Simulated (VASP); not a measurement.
These are r2SCAN meta-GGA, VASP's PBE PAW potentials (set 64) (plane waves; VASP) values and carry that method's errors.

Input for VASP

**POSCAR**
```
SiO2
1
    2.4640048229    -4.2677816593    -0.0000000000
    2.4640048229     4.2677816593     0.0000000000
   -0.0000000000    -0.0000000000     5.4187346751
Si O
3 6
Direct
  1.0000000000   0.4698059641   0.3333330000
  0.5301940359   0.5301940359   0.0000000000
  0.4698059641   1.0000000000   0.6666670000
  0.2673992758   0.4133841809   0.2141899553
  0.5866158191   0.8540150949   0.8808569553
  0.7326007242   0.1459849051   0.4524760447
  0.8540150949   0.5866158191   0.1191430447
  0.4133841809   0.2673992758   0.7858100447
  0.1459849051   0.7326007242   0.5475239553
```

INCAR:
```
ALGO  =  Normal
EDIFF  =  1E-6
EDIFFG  =  -0.02
ENCUT  =  620
IBRION  =  2
ISIF  =  3
ISMEAR  =  0
LASPH  =  .True.
LCHARG  =  .False.
LMIXTAU  =  .True.
LREAL  =  .False.
LWAVE  =  .False.
METAGGA  =  R2SCAN
NELM  =  100
NSW  =  40
PREC  =  Accurate
SIGMA  =  0.05
SYSTEM  =  SiO2
```

### KPOINTS
```
Automatic mesh
0
Gamma
5 5 4
0 0 0
```

POTCAR, in this order: Si O (PBE.64 set). Program: vasp_std.

The run wrote:

File OSZICAR:
```
       N       E                     dE             d eps       ncg     rms          rms(c)
DAV:   1     0.318991364094E+03    0.31899E+03   -0.28841E+04   986   0.180E+03
DAV:   2    -0.897882839129E+02   -0.40878E+03   -0.39783E+03  1312   0.365E+02
DAV:   3    -0.112868384918E+03   -0.23080E+02   -0.22996E+02  1151   0.977E+01
DAV:   4    -0.113170750161E+03   -0.30237E+00   -0.30187E+00  1156   0.121E+01
DAV:   5    -0.113176493353E+03   -0.57432E-02   -0.57407E-02  1146   0.164E+00    0.260E+01
DAV:   6    -0.945052332085E+02    0.18671E+02   -0.26826E+01  1101   0.272E+01    0.147E+01
DAV:   7    -0.875861480418E+02    0.69191E+01   -0.16449E+00  1141   0.110E+01    0.503E+00
DAV:   8    -0.950661006414E+02   -0.74800E+01   -0.32639E+00  1071   0.106E+01    0.308E+00
DAV:   9    -0.893986393927E+02    0.56675E+01   -0.15716E+00  1006   0.817E+00    0.699E-01
DAV:  10    -0.893157527699E+02    0.82887E-01   -0.38887E-01   991   0.556E+00    0.778E-01
DAV:  11    -0.892628534110E+02    0.52899E-01   -0.97259E-03  1151   0.918E-01    0.624E-01
DAV:  12    -0.894839844268E+02   -0.22113E+00   -0.14125E-01  1001   0.351E+00    0.190E-01
DAV:  13    -0.894520587991E+02    0.31926E-01   -0.15300E-02  1141   0.947E-01    0.212E-01
DAV:  14    -0.894603891119E+02   -0.83303E-02   -0.55050E-03  1106   0.561E-01    0.975E-02
DAV:  15    -0.894642199816E+02   -0.38309E-02   -0.16176E-03  1036   0.441E-01    0.417E-02
DAV:  16    -0.894647136686E+02   -0.49369E-03   -0.16604E-04  1136   0.106E-01    0.414E-02
DAV:  17    -0.894648717360E+02   -0.15807E-03   -0.10966E-04  1116   0.701E-02    0.140E-02
DAV:  18    -0.894649951234E+02   -0.12339E-03   -0.12896E-04  1041   0.118E-01    0.118E-02
DAV:  19    -0.894650878544E+02   -0.92731E-04   -0.33496E-05  1041   0.565E-02    0.902E-03
DAV:  20    -0.894650857496E+02    0.21048E-05   -0.91216E-07   733   0.908E-03    0.602E-03
DAV:  21    -0.894650871660E+02   -0.14165E-05   -0.73655E-07   698   0.679E-03    0.266E-03
DAV:  22    -0.894650875024E+02   -0.33636E-06   -0.31770E-07   713   0.533E-03
   1 F= -.89465088E+02 E0= -.89465088E+02  d E =-.894651E+02
```

OUTCAR:
```
------------------------ aborting loop because EDIFF is reached ----------------------------------------
  FORCE on cell =-STRESS in cart. coord.  units (eV):
  Direction    XX          YY          ZZ          XY          YZ          ZX
  --------------------------------------------------------------------------------------
  Total       -0.0156464     -0.0156464      0.0596236      0.0000000     -0.0000000      0.0000000
  in kB       -0.2199655     -0.2199655      0.8382190      0.0000000     -0.0000000      0.0000000
  external PRESSURE =       0.1327627 kB  Pullay stress =       0.0000000 kB
  volume of cell :      113.97
      direct lattice vectors                 reciprocal lattice vectors
     2.464004823 -4.267781659  0.000000000     0.202921681 -0.117156884  0.000000000
     2.464004823  4.267781659  0.000000000     0.202921681  0.117156884  0.000000000
     0.000000000  0.000000000  5.418734675     0.000000000  0.000000000  0.184544928
 POSITION                                       TOTAL-FORCE (eV/Angst)
 -----------------------------------------------------------------------------------
      1.15760      2.00503      1.80624        -0.006476     -0.011218     -0.000000
      2.61280      0.00000      0.00000         0.012953     -0.000000     -0.000000
      1.15760     -2.00503      3.61249        -0.006476      0.011218     -0.000000
      1.67745      0.62303      1.16064         0.009538     -0.008826      0.005189
      3.54972      1.14120      4.77313         0.002875      0.012673      0.005189
      2.16484     -2.50355      2.45185        -0.012412      0.003847     -0.005189
      3.54972     -1.14120      0.64560         0.002875     -0.012673     -0.005189
      1.67745     -0.62303      4.25810         0.009538      0.008826     -0.005189
      2.16484      2.50355      2.96689        -0.012412     -0.003847      0.005189
 -----------------------------------------------------------------------------------
    total drift:                               -0.001476      0.000642      0.000001
  FREE ENERGIE OF THE ION-ELECTRON SYSTEM (eV)
  ---------------------------------------------------
  free  energy   TOTEN  =       -89.4650875024 eV

  energy  without entropy=      -89.4650875024  energy(sigma->0) =      -89.46508750

 reached required accuracy - stopping structural energy minimisation
```
(Selected blocks of OUTCAR.)

The compound is SiO2 in the quartz structure. It was relaxed first.
